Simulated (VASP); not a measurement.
```
Mg2Sn
1.0
    0.00000     3.37934     3.37934
    3.37934     0.00000     3.37934
    3.37934     3.37934     0.00000
Mg Sn
2 1
Cartesian
  1.68967   1.68967   1.68967
  5.06901   5.06901   5.06901
  6.75868   3.37934   3.37934
```

Calculation: vdW-DF-cx, VASP's PBE PAW potentials (set 64) (plane waves; VASP). Settings: 520 eV cut-off, 9×9×9 Γ-centred mesh, tetrahedra with Blöchl corrections, potentials Mg Sn_d.

Problem. What does the run give for the energy per atom (σ→0)?

Solution. 
The energy per atom (σ→0) is -0.592 eV/atom.

The compound is Mg2Sn in the antifluorite structure. It was relaxed first.
